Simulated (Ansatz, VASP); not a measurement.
**Cross-check of P2S7 (P2S7 (P2_1/c)) between VASP and Ansatz**

Wanted: the spread between two codes on one cell, functional and k mesh. The structure shown is the start of the Ansatz relaxation below; VASP solves that cell, so the two are compared at the walk's first step.

Method: plane waves, with VASP 6.6.1 beside it; single point at PBEsol, in Ansatz 0.2.0.

## Step 1: The structure

Symmetry: P2_1/c, No. 14, monoclinic system. The conventional cell has a = 6.625 Å, b = 11.190 Å, c = 12.883 Å, α = 90.00°, β = 94.07°, γ = 90.00°. Nearest to P lie 4 S at 1.92 to 2.12 Å. Nearest to P lie 4 S at 1.91 to 2.13 Å. Nearest to S lie 1 S at 2.05 Å and 1 P at 2.11 Å. Nearest to S lie 1 S at 2.04 Å and 1 P at 2.10 Å. Nearest to S lie 2 S at 2.04 to 2.05 Å. Nearest to S lie 2 P at 2.12 Å. Farther neighbours and most contacts between anions are not listed.

## Step 2: Ansatz: relaxation, PBEsol

Ansatz runs on its default PAW (the set named soft_2) files.

The two programs are compared at the cell with which this relaxation starts, whose forces are those of its first step.

input.yaml

```yaml
crystal:
  lattice:
    - [6.6246172, 0.0, 0.0]
    - [0.0, 11.1899477, 0.0]
    - [-0.9140303, 0.0, 12.8502985]
  atoms:
    - { symbol: P, position: [0.01466547, 0.81339309, 0.60001246] }
    - { symbol: P, position: [0.98533453, 0.31339309, 0.89998754] }
    - { symbol: P, position: [0.98533453, 0.18660691, 0.39998754] }
    - { symbol: P, position: [0.01466547, 0.68660691, 0.10001246] }
    - { symbol: P, position: [0.33766625, 0.20269061, 0.82059376] }
    - { symbol: P, position: [0.66233375, 0.70269061, 0.67940624] }
    - { symbol: P, position: [0.66233375, 0.79730939, 0.17940624] }
    - { symbol: P, position: [0.33766625, 0.29730939, 0.32059376] }
    - { symbol: S, position: [0.06939207, 0.7218067, 0.94394898] }
    - { symbol: S, position: [0.93060793, 0.2218067, 0.55605102] }
    - { symbol: S, position: [0.93060793, 0.2781933, 0.05605102] }
    - { symbol: S, position: [0.06939207, 0.7781933, 0.44394898] }
    - { symbol: S, position: [0.39566702, 0.23555294, 0.664601] }
    - { symbol: S, position: [0.60433298, 0.73555294, 0.835399] }
    - { symbol: S, position: [0.60433298, 0.76444706, 0.335399] }
    - { symbol: S, position: [0.39566702, 0.26444706, 0.164601] }
    - { symbol: S, position: [0.1559741, 0.33686911, 0.60755869] }
    - { symbol: S, position: [0.8440259, 0.83686911, 0.89244131] }
    - { symbol: S, position: [0.8440259, 0.66313089, 0.39244131] }
    - { symbol: S, position: [0.1559741, 0.16313089, 0.10755869] }
    - { symbol: S, position: [0.03228533, 0.14820843, 0.8245528] }
    - { symbol: S, position: [0.96771467, 0.64820843, 0.6754472] }
    - { symbol: S, position: [0.96771467, 0.85179157, 0.1754472] }
    - { symbol: S, position: [0.03228533, 0.35179157, 0.3245528] }
    - { symbol: S, position: [0.28828597, 0.3692327, 0.89419555] }
    - { symbol: S, position: [0.71171403, 0.8692327, 0.60580445] }
    - { symbol: S, position: [0.71171403, 0.6307673, 0.10580445] }
    - { symbol: S, position: [0.28828597, 0.1307673, 0.39419555] }
    - { symbol: S, position: [0.22305366, 0.92086277, 0.6531904] }
    - { symbol: S, position: [0.77694634, 0.42086277, 0.8468096] }
    - { symbol: S, position: [0.77694634, 0.07913723, 0.3468096] }
    - { symbol: S, position: [0.22305366, 0.57913723, 0.1531904] }
    - { symbol: S, position: [0.54433481, 0.09781868, 0.87869489] }
    - { symbol: S, position: [0.45566519, 0.59781868, 0.62130511] }
    - { symbol: S, position: [0.45566519, 0.90218132, 0.12130511] }
    - { symbol: S, position: [0.54433481, 0.40218132, 0.37869489] }
basis:
  ecutwfc: 420
  xc_grid: 2
hamiltonian:
  xc: pbesol
kpoints:
  mp_grid: { grid: [4, 3, 2] }
scf:
  occupations: { method: fermi_dirac, width: 0.01 }
  max_iter: 150
output:
  forces: true
  stress: true
relax:
  f_tol: 0.01
  max_steps: 60
  cell: {}
checkpoint:
  write: "../pbesol.run"
  compress: false
  write_wavefunctions: false
  write_every: 100000
```

Run with:

```console
> ansatz run input.yaml --threads 4 --pin off --max-ram 6594MiB --backend cpu --events-out ev --progress --plain --runs-dir out
```

Numbers of over 12 decimals in the logs are rounded to 6 here.

Log:

```text
Engine: ansatz 0.2.0, x86_64-unknown-linux-gnu
Pseudopotentials: kind: paw
Pseudopotential: P, paw, valence charge 5, recommended cutoff 420 eV (normal), P.paw.azcp
Pseudopotential: S, paw, valence charge 6, recommended cutoff 420 eV (normal), S.paw.azcp
Functional definition: PBEsol
  exchange = pbesol_x
  correlation = pbesol_c
Crystal: 36 atoms, lattice volume = 952.581 Å³
Basis set: ecut = 420 eV, 18567 PW (Γ), exchange–correlation on 90×150×180 points (8 copies of the dense FFT grid, shifted against one another)
Bands: 140, of which v1, the nominal top of the filled ones, is band 104 counted from 1 (103 counted from 0)
Symmetry: 4 space group operations
Space group: P21/c (ITA 14), of the structure as read, at distance tolerance 9.8e-5 Å
k-points: 12 of 24
Non-local potential: P, projectors of the file, l = 0: 2, l = 1: 2, l = 2: 2
Non-local potential: S, projectors of the file, l = 0: 2, l = 1: 2, l = 2: 2
PAW form: soft (Blöchl's): semilocal exchange-correlation on the pseudo side does not see the compensation charge
PAW frozen core: P, regenerated for the run's functional, and the local potential with it (the file was generated under x = pbe(κ = 0.804, μ = 0.219515), c = pbe(β = 0.066725))
PAW frozen core: S, regenerated for the run's functional, and the local potential with it (the file was generated under x = pbe(κ = 0.804, μ = 0.219515), c = pbe(β = 0.066725))
PAW one-centre angular grid: P, 110 points (default); XC on 64 Gauss nodes
PAW one-centre angular grid: S, 110 points (default); XC on 64 Gauss nodes
Initial density: superposition of atomic densities (neutral atoms: chi_scale 0, normalization atom), corrected by the library's trained network
Initial wavefunctions: pseudopotential atomic-orbital guess
Functional: x = pbesol(κ = 0.804, μ = 0.123457), c = pbesol(β = 0.046)
SCF iter   1: F=—  HF=-30702.182213 eV  |F-HF|=—  |Δ(HF+E_count)|=         —  Δρ=4.44e-3  dr2=2.17e-1  ethr=1.77e-3  ⟨swp⟩=7.8  Hψ=8511  notcnv=0  defer=57
preconditioner: auto → Resta (q_TF=auto, 2.117 Å⁻¹)  ε∞=4.1  [insulator: Δε(μ)=2.074 eV  Ē_g=9.894 eV  σ=0.010 eV  W_gap=1.00  n_scr=150 (ndim 8)  ℏωp=17.4 eV  f_vac=0.080  D(μ)=0.00/eV (n_scr^D=0)  ε∞_Penn≈4.1]
SCF iter   2: F=—  HF=-30702.133173 eV  |F-HF|=—  |Δ(HF+E_count)|=   4.90e-2  Δρ=2.23e-3  dr2=4.65e-2  ethr=1.04e-4  ⟨swp⟩=2.2  Hψ=2922  notcnv=0  defer=382
SCF iter   3: F=—  HF=-30702.130577 eV  |F-HF|=—  |Δ(HF+E_count)|=   2.60e-3  Δρ=4.56e-4  dr2=4.25e-3  ethr=2.23e-5  ⟨swp⟩=2.2  Hψ=2413  notcnv=0  defer=382
SCF iter   4: F=—  HF=-30702.130697 eV  |F-HF|=—  |Δ(HF+E_count)|=   1.20e-4  Δρ=1.80e-4  dr2=4.04e-4  ethr=2.04e-6  ⟨swp⟩=2.5  Hψ=2619  notcnv=0  defer=382
SCF iter   5: F=—  HF=-30702.131009 eV  |F-HF|=—  |Δ(HF+E_count)|=   3.12e-4  Δρ=6.22e-5  dr2=6.05e-5  ethr=1.94e-7  ⟨swp⟩=2.1  Hψ=2361  notcnv=0  defer=382
SCF iter   6: F=—  HF=-30702.130913 eV  |F-HF|=—  |Δ(HF+E_count)|=   9.54e-5  Δρ=1.80e-5  dr2=5.09e-6  ethr=2.91e-8  ⟨swp⟩=2.0  Hψ=2367  notcnv=0  defer=382
SCF iter   7: F=—  HF=-30702.130922 eV  |F-HF|=—  |Δ(HF+E_count)|=   8.45e-6  Δρ=5.93e-6  dr2=7.68e-7  ethr=2.45e-9  ⟨swp⟩=2.2  Hψ=2684  notcnv=0  defer=382
SCF iter   8: F=—  HF=-30702.130923 eV  |F-HF|=—  |Δ(HF+E_count)|=   1.27e-6  Δρ=2.71e-6  dr2=1.53e-7  ethr=3.69e-10  ⟨swp⟩=2.5  Hψ=2898  notcnv=0  defer=382
SCF iter   9: F=-30702.130923 eV  HF=-30702.130923 eV  |F-HF|=3.47e-9  |Δ(HF+E_count)|=   1.28e-7  Δρ=1.01e-6  dr2=2.52e-8  ethr=4.81e-11  ⟨swp⟩=5.0  Hψ=5454  notcnv=0
SCF 1 converged in 9 iterations: F = -30702.130923 eV  dr2 = 2.52e-8
  greatest PAW one-centre occupation: 0.870 electrons in one spin orbital (limit 2), on the S atom at site 23 (counted from 0), in its partial waves of l = 0
relax step   1: F+E_penalty+E_count = -30702.13092330 eV  Δ(F+E_penalty+E_count) = +0.000e0 eV  max|allowed force component| = 3.467e-1 eV/Å  Δτ_max = 0.0000 Å  P = +0.441 GPa  Ω = 952.581 Å³  (9 SCF iters, dr2 threshold 1.00e-7 eV, accepted)
Crystal: 36 atoms, lattice volume = 893.116 Å³
Basis set: ecut = 420 eV, 17523 PW (Γ), exchange–correlation on 90×150×180 points (8 copies of the dense FFT grid, shifted against one another)
Initial density: handed on by an earlier stage of this run
Initial wavefunctions: those handed on with the density
iter 1 solved again at ethr=1.96e-4 eV; its pass at ethr=3.10e-3 eV (dr2=4.07e-1 eV) is discarded
SCF iter   1: F=—  HF=-30702.389452 eV  |F-HF|=—  |Δ(HF+E_count)|=         —  Δρ=7.90e-3  dr2=3.88e-1  ethr=1.96e-4  ⟨swp⟩=4.0  Hψ=9081  notcnv=0
preconditioner: auto → Resta (q_TF=auto, 2.140 Å⁻¹)  ε∞=4.3  [insulator: Δε(μ)=1.991 eV  Ē_g=9.908 eV  σ=0.010 eV  W_gap=1.00  n_scr=142 (ndim 8)  ℏωp=17.9 eV  f_vac=0.047  D(μ)=0.00/eV (n_scr^D=0)  ε∞_Penn≈4.3]
SCF iter   2: F=—  HF=-30702.311570 eV  |F-HF|=—  |Δ(HF+E_count)|=   7.79e-2  Δρ=3.77e-3  dr2=6.31e-2  ethr=1.87e-4  ⟨swp⟩=2.2  Hψ=2682  notcnv=0
[...]
Initial wavefunctions: pseudopotential atomic-orbital guess (no wavefunctions were taken with the density)
iter 1 solved again at ethr=6.82e-7 eV; its pass at ethr=3.10e-3 eV (dr2=1.42e-3 eV) is discarded
SCF iter   1: F=—  HF=-30702.344613 eV  |F-HF|=—  |Δ(HF+E_count)|=         —  Δρ=2.45e-5  dr2=5.68e-7  ethr=6.82e-7  ⟨swp⟩=5.9  Hψ=14594  notcnv=0
[...]
basis re-selected at this cell: Δ(F+E_penalty+E_count) = +2.260e-3 eV, ΔP = -0.004 GPa vs the last step (what re-selecting the basis moved, of the pressure what is left beyond the Pulay correction that the steps carried, after the strain that the cell walked since its last selection, with what the two solves' SCF thresholds leave and, on support functions, any second-order correction that the steps lacked; it is no m [...]
SCF converged after 6 iterations
Free energy (F): -30702.344199 eV
Harris-Foulkes:  -30702.344199 eV  (|F-HF|=3.64e-12)
Internal energy: -30702.344199 eV  (E = F + TS)
E sigma→0 (E₀):  -30702.344199 eV
Fermi energy:    3.927707 eV
--- Per-component energies (eV) ---
  E_band       = -651.534991
  E_kinetic    = 3555.665640
  E_local      = -6610.181370  (includes V_loc(G=0)·N_el)
  E_nonlocal   = 1075.096740
  E_hartree    = 2223.997656
  E_xc         = -3170.850557
  E_vxc        = -2919.256908  (∫ρ·V_xc dr)
  E_paw        = -20788.291784  (= ΣΔE_a)
  E_vpaw       = -200.854301  (= ΣTr[D̂ρ^β])
  E_aug_tail   = 0.000072  (compensation charges beyond the density's cutoff)
  E_ewald      = -6989.883945
  E_core_change = 2.103349  (= ΣΔE_core)
  E_smearing   = -0.000000  (= −TS)
  E_closure    = 0.000000  (closes the sum)
  Σ components = -30702.344199   (vs F -30702.344199, Δ=0.00e0)
--- Forces (eV/Å), atoms counted from 1 ---
  atom   1  P      0.00485577     0.00440421    -0.00371512
  atom   2  P     -0.00485577     0.00440421     0.00371512
  atom   3  P     -0.00485577    -0.00440421     0.00371512
  atom   4  P      0.00485577    -0.00440421    -0.00371512
  atom   5  P      0.00498905     0.00271877     0.00452486
  atom   6  P     -0.00498905     0.00271877    -0.00452486
  atom   7  P     -0.00498905    -0.00271877    -0.00452486
  atom   8  P      0.00498905    -0.00271877     0.00452486
  atom   9  S      0.00000829    -0.00045904     0.00979988
  atom  10  S     -0.00000829    -0.00045904    -0.00979988
  atom  11  S     -0.00000829     0.00045904    -0.00979988
  atom  12  S      0.00000829     0.00045904     0.00979988
  atom  13  S      0.00901048    -0.00774597    -0.00212757
  atom  14  S     -0.00901048    -0.00774597     0.00212757
  atom  15  S     -0.00901048     0.00774597     0.00212757
  atom  16  S      0.00901048     0.00774597    -0.00212757
  atom  17  S     -0.00403181     0.00950154     0.00430823
  atom  18  S      0.00403181     0.00950154    -0.00430823
  atom  19  S      0.00403181    -0.00950154    -0.00430823
  atom  20  S     -0.00403181    -0.00950154     0.00430823
  atom  21  S      0.00294537     0.00406799     0.00325442
  atom  22  S     -0.00294537     0.00406799    -0.00325442
  atom  23  S     -0.00294537    -0.00406799    -0.00325442
  atom  24  S      0.00294537    -0.00406799     0.00325442
[...]
atom  29  S      0.00388258     0.00609983     0.00285843
  atom  30  S     -0.00388258     0.00609983    -0.00285843
  atom  31  S     -0.00388258    -0.00609983    -0.00285843
  atom  32  S      0.00388258    -0.00609983     0.00285843
  atom  33  S     -0.00104369    -0.00335092    -0.00161236
  atom  34  S      0.00104369    -0.00335092     0.00161236
  atom  35  S      0.00104369     0.00335092     0.00161236
  atom  36  S     -0.00104369     0.00335092    -0.00161236
  max |Σ_I F_I| component: 1.30e-18 eV/Å
--- Stress (GPa, compression-positive) ---
        0.013264       0.000000       0.008998
        0.000000       0.004862       0.000000
        0.008998       0.000000       0.000081
  P = ⅓ Tr σ = 0.0061 GPa (0.061 kbar)
--- Relaxed structure (14 steps of the walk, 12 accepted, 1 SCFs on fresh bases) ---
  F+E_penalty+E_count = -30702.34419892 eV   max|allowed force component| = 9.800e-3 eV/Å   (the final SCF, on the basis selected at the relaxed cell)
  cell:  # Å, volume = 901.7599 Å³
    - [6.385992, -3.3668296391533773e-18, -0.015163]
    - [-5.687067862115255e-18, 11.089961, -2.265650646699417e-17]
    - [-0.910519, -2.5553713599923795e-17, 12.735215]
  atoms:
    - { symbol: P, position: [0.022813, 0.806668, 0.625315] }
    - { symbol: P, position: [0.977187, 0.306668, 0.874685] }
    - { symbol: P, position: [0.977187, 0.193332, 0.374685] }
    - { symbol: P, position: [0.022813, 0.693332, 0.125315] }
    - { symbol: P, position: [0.346081, 0.194546, 0.800039] }
    - { symbol: P, position: [0.653919, 0.694546, 0.699961] }
    - { symbol: P, position: [0.653919, 0.805454, 0.199961] }
    - { symbol: P, position: [0.346081, 0.305454, 0.300039] }
    - { symbol: S, position: [0.079698, 0.717126, 0.965811] }
    - { symbol: S, position: [0.920302, 0.217126, 0.534189] }
    - { symbol: S, position: [0.920302, 0.282874, 0.034189] }
    - { symbol: S, position: [0.079698, 0.782874, 0.465811] }
    - { symbol: S, position: [0.405587, 0.223390, 0.641399] }
    - { symbol: S, position: [0.594413, 0.723390, 0.858601] }
    - { symbol: S, position: [0.594413, 0.776610, 0.358601] }
    - { symbol: S, position: [0.405587, 0.276610, 0.141399] }
    - { symbol: S, position: [0.159275, 0.330329, 0.588068] }
    - { symbol: S, position: [0.840725, 0.830329, 0.911932] }
    - { symbol: S, position: [0.840725, 0.669671, 0.411932] }
    - { symbol: S, position: [0.159275, 0.169671, 0.088068] }
    - { symbol: S, position: [0.029608, 0.135517, 0.805070] }
    - { symbol: S, position: [0.970392, 0.635517, 0.694930] }
    - { symbol: S, position: [0.970392, 0.864483, 0.194930] }
    - { symbol: S, position: [0.029608, 0.364483, 0.305070] }
    - { symbol: S, position: [0.291754, 0.365689, 0.868736] }
    - { symbol: S, position: [0.708246, 0.865689, 0.631264] }
    - { symbol: S, position: [0.708246, 0.634311, 0.131264] }
    - { symbol: S, position: [0.291754, 0.134311, 0.368736] }
    - { symbol: S, position: [0.243002, 0.911812, 0.686373] }
    - { symbol: S, position: [0.756998, 0.411812, 0.813627] }
    - { symbol: S, position: [0.756998, 0.088188, 0.313627] }
    - { symbol: S, position: [0.243002, 0.588188, 0.186373] }
    - { symbol: S, position: [0.566564, 0.091616, 0.862383] }
    - { symbol: S, position: [0.433436, 0.591616, 0.637617] }
    - { symbol: S, position: [0.433436, 0.908384, 0.137617] }
    - { symbol: S, position: [0.566564, 0.408384, 0.362383] }
```

(Part 1 of 2 ends here.)

[Lines on the potential files, build, host, timing and source positions are cut from VASP's logs without a mark.]

[Logs are printed without paths, hosts, clocks, repeated set-up lines and the standing remarks that a program may print on its own settings, such as how far it seeks lower states.]

[Hosts, paths, dates, database ids (printed as entryN), source tags and the programs' standing remarks are cut or masked in the printed files.]
